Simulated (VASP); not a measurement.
# Driving VASP from ASE on Ti

Do ASE scripts that read Ti from different structure formats give one answer, and do several routes find one equilibrium volume? All runs use r2SCAN. Left out of this account: at least 1 further run (self-consistent run: a reference on another mesh). The start is a computed cell from the Materials Project.

Method: r2SCAN; plane waves and PAW (Ti_sv), in VASP 6.6.1.

Report form: the programs' logs are mostly left out.

The starting crystal is not the ambient structure of Ti (hexagonal, No. 194); it is a model or a phase of other conditions.

**1. The structure**

The structure is hexagonal, space group P6/mmm (No. 191). Conventional cell: a = 4.567 Å, b = 4.567 Å, c = 2.826 Å, α = 90.00°, β = 90.00°, γ = 120.00°. Nearest to Ti lie 14 Ti at 2.83 to 2.99 Å. Nearest to Ti lie 11 Ti at 2.64 to 2.99 Å.

Structure file:

```cif
data_structure
_symmetry_space_group_name_H-M 'P 1'
_symmetry_Int_Tables_number 1
_cell_length_a 4.5674
_cell_length_b 4.5674
_cell_length_c 2.8262
_cell_angle_alpha 90.000
_cell_angle_beta 90.000
_cell_angle_gamma 120.000
_cell_volume 51.06
loop_
_atom_site_label
_atom_site_type_symbol
_atom_site_fract_x
_atom_site_fract_y
_atom_site_fract_z
_atom_site_occupancy
Ti1 Ti 0.00000 0.00000 0.00000 1
Ti2 Ti 0.33333 0.66667 0.50000 1
Ti3 Ti 0.66667 0.33333 0.50000 1
```

**2. A single point (r2SCAN, through ASE)**

A single point through ASE, with the structure typed into the script.

run.py reads:

```python
import numpy as np
from ase.calculators.vasp import Vasp
from ase import Atoms
from ase.dft.bandgap import bandgap

atoms = Atoms(['Ti', 'Ti', 'Ti'],
              cell=[[4.56737483, 0.0, 0.0], [-2.28368742, 3.95546263, 0.0], [0.0, 0.0, 2.82624427]],
              scaled_positions=[[0.0, 0.0, 0.0], [0.33333333, 0.66666667, 0.5], [0.66666667, 0.33333333, 0.5]],
              pbc=True)

calc = Vasp(
    xc='r2scan',
    pp='PBE',
    prec='Accurate',
    encut=400,
    ediff=1e-06,
    nelm=100,
    ismear=-1,
    sigma=0.05,
    lreal=False,
    algo='Normal',
    lasph=True,
    nbands=24,
    lorbit=11,
    lwave=False,
    lcharg=False,
    kpar=4,
    isif=2,
    pp_version='64',
    setups={'Ti': '_sv'},
    kpts=(8, 8, 11),
    gamma=True,
    txt='vasp.out',
)
atoms.calc = calc

print("energy (eV):", round(atoms.get_potential_energy(), 6))
print("Fermi level (eV):", round(calc.get_fermi_level(), 4))
print("forces (eV/A):")
print(np.round(atoms.get_forces(), 4))
print("stress (GPa, Voigt, tension positive):", np.round(atoms.get_stress() * 160.21766, 3))
gap, p1, p2 = bandgap(calc, direct=False)
print("gap on the mesh (eV):", round(gap, 4))
```

The projector-augmented-wave data sets are Ti_sv (PBE family, release 64).

Launch:

```bash
$ export ASE_VASP_COMMAND="mpirun -np 4 vasp_std"
$ python run.py
```

Run time: 48 s. Hardware: 4 MPI ranks of Intel Xeon Platinum 8559C (Emerald Rapids), shared host; peak memory 0.64 GiB.

The PAW data sets were made with PBE, which is usual practice but a small mismatch for other functionals.

Numbers from this step:

- SCF cycles: 16
- electrons: 36
- bands: 24
- irreducible k-points: 60
- symmetry operations: 24
- free energy (TOTEN): -38.88 eV
- energy at zero smearing: -38.87 eV
- Fermi energy: 8.520 eV
- pressure: -0.1693 GPa
- metallic, judged on the points sampled: yes

The pressure is -0.17 GPa and the largest force 0.000 eV/Å.

**3. Total energy, forces and stress (r2SCAN, through ASE)**

The single point through ASE, with the structure read from a CIF with its space group. The mesh changes to 6×6×8, so this is no clean test of the format.

run.py: that of step 2 with these lines changed.

```diff
@@ -2,9 +2,6 @@
 from ase.calculators.vasp import Vasp
-from ase import Atoms
+from ase.io import read
 from ase.dft.bandgap import bandgap
 
-atoms = Atoms(['Ti', 'Ti', 'Ti'],
-              cell=[[4.56737483, 0.0, 0.0], [-2.28368742, 3.95546263, 0.0], [0.0, 0.0, 2.82624427]],
-              scaled_positions=[[0.0, 0.0, 0.0], [0.33333333, 0.66666667, 0.5], [0.66666667, 0.33333333, 0.5]],
-              pbc=True)
+atoms = read('Ti.cif')
 
@@ -30,3 +27,3 @@
     setups={'Ti': '_sv'},
-    kpts=(8, 8, 11),
+    kpts=(6, 6, 8),
     gamma=True,
```

Ti.cif reads:

```cif
data_Ti
_cell_length_a 4.56737483
_cell_length_b 4.56737483
_cell_length_c 2.82624427
_cell_angle_alpha 90.00000000
_cell_angle_beta 90.00000000
_cell_angle_gamma 120.00000000
_space_group_name_H-M_alt 'P6/mmm'
_space_group_name_Hall '-P 6 2'
_space_group_IT_number 191
loop_
_space_group_symop_operation_xyz
'x,y,z'
'-x,-y,-z'
'x-y,x,z'
'-x+y,-x,-z'
'-y,x-y,z'
'y,-x+y,-z'
'-x,-y,z'
'x,y,-z'
'-x+y,-x,z'
'x-y,x,-z'
'y,-x+y,z'
'-y,x-y,-z'
'-y,-x,-z'
'y,x,z'
'-x,-x+y,-z'
'x,x-y,z'
'-x+y,y,-z'
'x-y,-y,z'
'y,x,-z'
'-y,-x,z'
'x,x-y,-z'
'-x,-x+y,z'
'x-y,-y,-z'
'-x+y,y,z'
loop_
_atom_site_label
_atom_site_type_symbol
_atom_site_symmetry_multiplicity
_atom_site_Wyckoff_symbol
_atom_site_fract_x
_atom_site_fract_y
_atom_site_fract_z
_atom_site_occupancy
Ti1 Ti 1 a 0.0000000000 0.0000000000 0.0000000000 1
Ti2 Ti 2 d 0.3333333333 0.6666666667 0.5000000000 1
```

It took 35 s on 4 MPI ranks; peak memory 0.58 GiB.

The k-mesh is coarse for a metal.

This step gave:

```
irreducible k-points : 35
Fermi energy         : 8.513 eV
pressure             : -0.05873 GPa
```

The energy lies +0.20 meV an atom from the first script, on another mesh.

**4. Full relaxation (r2SCAN, through ASE)**

The start need not lie at this functional's minimum. ISIF = 3 frees volume, shape and positions, and EDIFFG sets the threshold on forces and stress at which the search stops.

run.py: that of step 3 with these lines changed.

```diff
@@ -3,3 +3,2 @@
 from ase.io import read
-from ase.dft.bandgap import bandgap
 
@@ -24,6 +23,9 @@
     kpar=4,
-    isif=2,
+    ibrion=2,
+    nsw=60,
+    isif=3,
+    ediffg=-0.01,
     pp_version='64',
     setups={'Ti': '_sv'},
-    kpts=(6, 6, 8),
+    kpts=(8, 8, 11),
     gamma=True,
@@ -38,3 +40,5 @@
 print("stress (GPa, Voigt, tension positive):", np.round(atoms.get_stress() * 160.21766, 3))
-gap, p1, p2 = bandgap(calc, direct=False)
-print("gap on the mesh (eV):", round(gap, 4))
+print("cell (A, degrees):", np.round(atoms.cell.cellpar(), 4))
+print("volume (A^3):", round(atoms.get_volume(), 4))
+print("positions:")
+print(np.round(atoms.get_scaled_positions(), 5))
```

Ti.cif reads:

```cif
data_Ti
_cell_length_a 4.56737483
_cell_length_b 4.56737483
_cell_length_c 2.82624427
_cell_angle_alpha 90.00000000
_cell_angle_beta 90.00000000
_cell_angle_gamma 120.00000000
_space_group_name_H-M_alt 'P1'
_space_group_name_Hall 'P 1'
_space_group_IT_number 1
loop_
_space_group_symop_operation_xyz
'x,y,z'
loop_
_atom_site_label
_atom_site_type_symbol
_atom_site_symmetry_multiplicity
_atom_site_Wyckoff_symbol
_atom_site_fract_x
_atom_site_fract_y
_atom_site_fract_z
_atom_site_occupancy
Ti1 Ti 1 a 0.0000000000 0.0000000000 0.0000000000 1
Ti2 Ti 1 a 0.3333333300 0.6666666700 0.5000000000 1
Ti3 Ti 1 a 0.6666666700 0.3333333300 0.5000000000 1
```

The job ended after 2.1 min (4 MPI ranks; peak memory 0.67 GiB).

The run keeps the 24 symmetry operations of its start, so it cannot find a distortion of lower symmetry.

The forces vanish from the start, and no atom moves.

Numbers from this step:

| Property | Result |
| --- | --- |
| irreducible k-points | 60 |
| Fermi energy | 8.536 eV |
| pressure | 0.03531 GPa |
| SCF cycles over all ionic steps | 32 |

It ends with forces that vanish by symmetry and a pressure of 0.04 GPa.

**5. Equation of state by an ASE loop (r2SCAN)**

An ASE loop scales the volume at fixed shape and fractional positions and fits the energies, which gives the bulk modulus of a clamped cell from energies alone.

run.py reads:

```python
import numpy as np
from ase.calculators.vasp import Vasp
from ase.io import read
from ase.eos import EquationOfState
from ase.units import GPa

atoms = read('structure.vasp')

calc = Vasp(
    xc='r2scan',
    pp='PBE',
    prec='Accurate',
    encut=400,
    ediff=1e-06,
    nelm=100,
    ismear=-1,
    sigma=0.05,
    lreal=False,
    algo='Normal',
    lasph=True,
    nbands=24,
    lorbit=11,
    lwave=False,
    lcharg=False,
    kpar=4,
    isif=2,
    pp_version='64',
    setups={'Ti': '_sv'},
    kpts=(8, 8, 11),
    gamma=True,
    txt='vasp.out',
)
atoms.calc = calc

cell, volumes, energies = atoms.get_cell(), [], []
for x in [0.94, 0.96, 0.98, 1.0, 1.02, 1.04, 1.06]:
    atoms.set_cell(cell * x ** (1 / 3), scale_atoms=True)
    volumes.append(atoms.get_volume())
    energies.append(atoms.get_potential_energy())
    print(f"{x:.2f}  V = {volumes[-1]:.4f} A^3  E = {energies[-1]:.6f} eV")
v0, e0, b0 = EquationOfState(volumes, energies, eos="birchmurnaghan").fit()
print(f"V0 = {v0:.4f} A^3  E0 = {e0:.6f} eV  B0 = {b0 / GPa:.2f} GPa")
```

structure.vasp reads:

```
Ti
1.0
    4.5673748306      0.0000000000      0.0000000000
   -2.2836874153      3.9554626319      0.0000000000
    0.0000000000      0.0000000000      2.8262442700
Ti
3
Direct
    0.0000000000      0.0000000000      0.0000000000
    0.3333333300      0.6666666700      0.5000000000
    0.6666666700      0.3333333300      0.5000000000
```

Elapsed: 5.8 min, on 4 MPI ranks; peak memory 0.67 GiB; 22 min of CPU time.

Numbers from this step:

```
bulk modulus                  : 117.3 GPa
equilibrium volume of the fit : 17.11 Å³/atom
```

The fit over cells of fixed shape and fractional positions puts the volume +0.70 % from the relaxed one.

**6. BFGS in ASE (r2SCAN)**

Here ASE drives the relaxation and calls VASP for forces and stress at each step.

run.py reads:

```python
import numpy as np
from ase.calculators.vasp import Vasp
from ase import Atoms
from ase.optimize import BFGS
from ase.filters import FrechetCellFilter

atoms = Atoms(['Ti', 'Ti', 'Ti'],
              cell=[[4.56737483, 0.0, 0.0], [-2.28368742, 3.95546263, 0.0], [0.0, 0.0, 2.82624427]],
              scaled_positions=[[0.0, 0.0, 0.0], [0.33333333, 0.66666667, 0.5], [0.66666667, 0.33333333, 0.5]],
              pbc=True)

calc = Vasp(
    xc='r2scan',
    pp='PBE',
    prec='Accurate',
    encut=400,
    ediff=1e-06,
    nelm=100,
    ismear=-1,
    sigma=0.05,
    lreal=False,
    algo='Normal',
    lasph=True,
    nbands=24,
    lorbit=11,
    lwave=False,
    lcharg=False,
    kpar=4,
    isif=2,
    pp_version='64',
    setups={'Ti': '_sv'},
    kpts=(8, 8, 11),
    gamma=True,
    txt='vasp.out',
)
atoms.calc = calc

BFGS(FrechetCellFilter(atoms)).run(fmax=0.02, steps=30)
print("cell (A, degrees):", np.round(atoms.cell.cellpar(), 4))
print("volume (A^3):", round(atoms.get_volume(), 4))
print("energy (eV):", round(atoms.get_potential_energy(), 6))
print("Fermi level (eV):", round(calc.get_fermi_level(), 4))
print("forces (eV/A):")
print(np.round(atoms.get_forces(), 4))
print("stress (GPa, Voigt, tension positive):", np.round(atoms.get_stress() * 160.21766, 3))
```

The job ended after 2.4 min (4 MPI ranks; peak memory 0.63 GiB).

Numbers from this step:

```
optimizer steps   : 2
volume after bfgs : 16.99 Å³/atom
```

**7. The runs together**

```
                                                run  atoms    mesh  energy (eV/atom)  pressure (GPa)
               ASE, structure typed into the script      3  8×8×11         -12.95691          -0.169
ASE, structure read from a CIF with its space group      3   6×6×8         -12.95671          -0.059
```

**8. Total energy, forces and stress (r2SCAN, through ASE) with a changed input**

This step: r2SCAN, spin-polarised from a default ferromagnetic start; plane waves and PAW (Ti_sv) (VASP 6.6.1).

This run is made with a changed input; what comes of it follows.

run.py: that of step 6 with these lines changed.

```diff
@@ -3,4 +3,3 @@
 from ase import Atoms
-from ase.optimize import BFGS
-from ase.filters import FrechetCellFilter
+from ase.dft.bandgap import bandgap
 
@@ -17,3 +16,3 @@
     ediff=1e-06,
-    nelm=100,
+    nelm=53,
     ismear=-1,
@@ -29,2 +28,4 @@
     isif=2,
+    ispin=2,
+    nupdown=60,
     pp_version='64',
@@ -37,5 +38,2 @@
 
-BFGS(FrechetCellFilter(atoms)).run(fmax=0.02, steps=30)
-print("cell (A, degrees):", np.round(atoms.cell.cellpar(), 4))
-print("volume (A^3):", round(atoms.get_volume(), 4))
 print("energy (eV):", round(atoms.get_potential_energy(), 6))
@@ -45 +43,4 @@
 print("stress (GPa, Voigt, tension positive):", np.round(atoms.get_stress() * 160.21766, 3))
+print("magnetic moment (muB):", round(atoms.get_magnetic_moment(), 3))
+gap, p1, p2 = bandgap(calc, direct=False)
+print("gap on the mesh (eV):", round(gap, 4))
```

Run time: 4.6 min. Hardware: 4 MPI ranks.

The run was cut off at its time limit.

The fault in the input: moment fixed beyond the electrons or bands at hand (ISPIN = 2 and NUPDOWN = 60). NUPDOWN must fit the electron count, and NBANDS must hold the larger spin.

**9. What came out**

```yaml
energy_ase_structure_typed_into_the_script: -12.95691 eV/atom
energy_ase_structure_read_from_a_cif_with_its_space_group: -12.95671 eV/atom
volume_from_vasp_s_own_relaxation: 16.99 Å³/atom
volume_from_the_fit_of_the_ase_volume_loop: 17.11 Å³/atom
volume_from_bfgs_in_ase: 16.99 Å³/atom
```

**Reading.** With the structure read from a CIF with its space group, ASE's run differs from the first script by +0.2 meV an atom, which comes from its other mesh. The routes to the equilibrium volume agree within 0.70 %. A relaxation follows the stress, which carries a basis-set error, while a volume loop fits energies; every loop stops at a tolerance; VASP's relaxation keeps the plane waves of its start, while ASE starts VASP afresh at each cell, and a loop at fixed shape can't relax anything but the volume.

[Lines on the potential files, build, host, timing and source positions are cut from VASP's logs without a mark.]

[Logs are printed without paths, hosts, clocks, repeated set-up lines and the standing remarks that a program may print on its own settings, such as how far it seeks lower states.]

[Hosts, paths, dates, database ids (printed as entryN), source tags and the programs' standing remarks are cut or masked in the printed files.]

[A measured line is paired with the nearest computed mode of its activity, which favours agreement.]

[In band tables of VASP the shares of atoms and orbitals are scaled to a sum of 1 inside the atoms' spheres.]
